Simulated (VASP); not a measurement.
Output of a VASP run:

OSZICAR:
```
       N       E                     dE             d eps       ncg     rms          rms(c)
DAV:   1     0.701909376576E+02    0.70191E+02   -0.10417E+04  1856   0.115E+03
DAV:   2    -0.522443500315E+02   -0.12244E+03   -0.11948E+03  1820   0.310E+02
DAV:   3    -0.548401719992E+02   -0.25958E+01   -0.25768E+01  1862   0.499E+01
DAV:   4    -0.548721755102E+02   -0.32004E-01   -0.32000E-01  1860   0.583E+00
DAV:   5    -0.548730362450E+02   -0.86073E-03   -0.86073E-03  1922   0.928E-01    0.872E+00
DAV:   6    -0.500974579855E+02    0.47756E+01   -0.30956E+00  1568   0.224E+01    0.375E+00
DAV:   7    -0.499826886283E+02    0.11477E+00   -0.74259E-01  1754   0.950E+00    0.264E+00
DAV:   8    -0.500318905912E+02   -0.49202E-01   -0.43186E-02  1586   0.184E+00    0.112E+00
DAV:   9    -0.500316071796E+02    0.28341E-03   -0.90354E-02  1760   0.311E+00    0.240E-01
DAV:  10    -0.500371460025E+02   -0.55388E-02   -0.71963E-03  1700   0.643E-01    0.825E-02
DAV:  11    -0.500365008266E+02    0.64518E-03   -0.12619E-03  1774   0.309E-01    0.627E-02
DAV:  12    -0.500371837177E+02   -0.68289E-03   -0.11302E-03  1778   0.315E-01    0.107E-02
DAV:  13    -0.500372390582E+02   -0.55341E-04   -0.75178E-05  1742   0.820E-02    0.149E-02
DAV:  14    -0.500372376724E+02    0.13859E-05   -0.10477E-05  1706   0.345E-02    0.463E-03
DAV:  15    -0.500372412274E+02   -0.35550E-05   -0.44934E-06  1736   0.201E-02    0.490E-03
DAV:  16    -0.500372414780E+02   -0.25057E-06   -0.26393E-07   820   0.513E-03
   1 F= -.50037241E+02 E0= -.50036949E+02  d E =-.500372E+02
       N       E                     dE             d eps       ncg     rms          rms(c)
DAV:   1    -0.500495003860E+02   -0.12259E-01   -0.16848E-01  1598   0.537E+00    0.838E-01
DAV:   2    -0.500414001248E+02    0.81003E-02   -0.96620E-02  1598   0.348E+00    0.430E-01
DAV:   3    -0.500373045625E+02    0.40956E-02   -0.12605E-02  1592   0.125E+00    0.945E-02
DAV:   4    -0.500371210325E+02    0.18353E-03   -0.85780E-04  1708   0.185E-01    0.252E-02
DAV:   5    -0.500371677670E+02   -0.46735E-04   -0.16044E-04  1634   0.119E-01    0.215E-02
DAV:   6    -0.500371736612E+02   -0.58942E-05   -0.64884E-05  1754   0.638E-02    0.129E-02
DAV:   7    -0.500371901692E+02   -0.16508E-04   -0.17349E-05  1712   0.368E-02    0.347E-03
DAV:   8    -0.500371905640E+02   -0.39483E-06   -0.28215E-06  1600   0.158E-02
   2 F= -.50037191E+02 E0= -.50036948E+02  d E =0.509140E-04
       N       E                     dE             d eps       ncg     rms          rms(c)
DAV:   1    -0.500410898843E+02   -0.38997E-02   -0.51374E-02  1598   0.298E+00    0.457E-01
DAV:   2    -0.500385961761E+02    0.24937E-02   -0.29407E-02  1598   0.192E+00    0.238E-01
DAV:   3    -0.500373637232E+02    0.12325E-02   -0.38407E-03  1598   0.682E-01    0.539E-02
DAV:   4    -0.500373095487E+02    0.54174E-04   -0.22948E-04  1720   0.998E-02    0.128E-02
DAV:   5    -0.500373192920E+02   -0.97433E-05   -0.42930E-05  1634   0.613E-02    0.110E-02
DAV:   6    -0.500373214502E+02   -0.21581E-05   -0.19105E-05  1742   0.347E-02    0.643E-03
DAV:   7    -0.500373237434E+02   -0.22932E-05   -0.40393E-06  1688   0.182E-02    0.140E-03
DAV:   8    -0.500373241089E+02   -0.36552E-06   -0.71160E-07   952   0.800E-03
   3 F= -.50037324E+02 E0= -.50037052E+02  d E =-.826309E-04
```

### OUTCAR
```
------------------------ aborting loop because EDIFF is reached ----------------------------------------
  FORCE on cell =-STRESS in cart. coord.  units (eV):
  Direction    XX          YY          ZZ          XY          YZ          ZX
  --------------------------------------------------------------------------------------
  Total        0.0029904      0.0029904      0.0029904      0.0000000      0.0000000      0.0000000
  in kB        0.1363170      0.1363170      0.1363170      0.0000000      0.0000000      0.0000000
  external PRESSURE =       0.1363170 kB  Pullay stress =       0.0000000 kB
  volume of cell :       35.15
      direct lattice vectors                 reciprocal lattice vectors
     3.275632215  0.000000000 -0.000000000     0.305284578  0.000000000 -0.000000000
    -0.000000000  3.275632215 -0.000000000    -0.000000000  0.305284578 -0.000000000
     0.000000000  0.000000000  3.275632215     0.000000000  0.000000000  0.305284578
 POSITION                                       TOTAL-FORCE (eV/Angst)
 -----------------------------------------------------------------------------------
      0.00000      0.00000      0.00000         0.000000      0.000000      0.000000
      1.63782      1.63782      1.63782        -0.000000     -0.000000      0.000000
 -----------------------------------------------------------------------------------
    total drift:                                0.000000      0.000000      0.000000
  FREE ENERGIE OF THE ION-ELECTRON SYSTEM (eV)
  ---------------------------------------------------
  free  energy   TOTEN  =       -50.0373241089 eV

  energy  without entropy=      -50.0365064895  energy(sigma->0) =      -50.03705157

 reached required accuracy - stopping structural energy minimisation
```
(Selected blocks of OUTCAR.)

### POSCAR
```
RhSb
1
    3.2781586367    -0.0000000000     0.0000000000
   -0.0000000000     3.2781586367    -0.0000000000
   -0.0000000000    -0.0000000000     3.2781586367
Rh Sb
1 1
Direct
  0.0000000000   0.0000000000   0.0000000000
  0.5000000000   0.5000000000   0.5000000000
```

Question: Write an INCAR and KPOINTS that could have produced this output.

Answer: This is not unique; one that fits is the input of the run itself, r2SCAN meta-GGA, plane waves, VASP's PBE PAW potentials (set 64).

### INCAR
```
LMIXTAU=.TRUE.
ENCUT=400   ! plane-wave cut-off (eV)
ALGO=Normal   ! blocked Davidson
LCHARG=.FALSE.
SYSTEM=RhSb
PREC=Accurate
EDIFF=1E-6   ! SCF stop (eV)
ISMEAR=1   ! Methfessel-Paxton
LWAVE=.FALSE.
LREAL=.FALSE.
SIGMA=0.1   ! width (eV)
METAGGA=R2SCAN
EDIFFG=-0.01
NSW=60   ! most ionic steps
LASPH=.TRUE.
IBRION=2   ! conjugate gradients
NELM=100   ! most electronic steps
ISIF=3   ! ions, shape and volume
LMAXMIX=4
```

### KPOINTS
```
Automatic mesh
0
Gamma
10 10 10
0 0 0
```

POTCAR, in this order: Rh_pv Sb (PBE.64 set). Program: vasp_std.

The structure was generated: RhSb was put into the CsCl type type (Pm-3m), which need not be its known phase. This run relaxes it. Symmetry was kept, so distortions that lower it aren't found. The start is the result of an earlier pass.
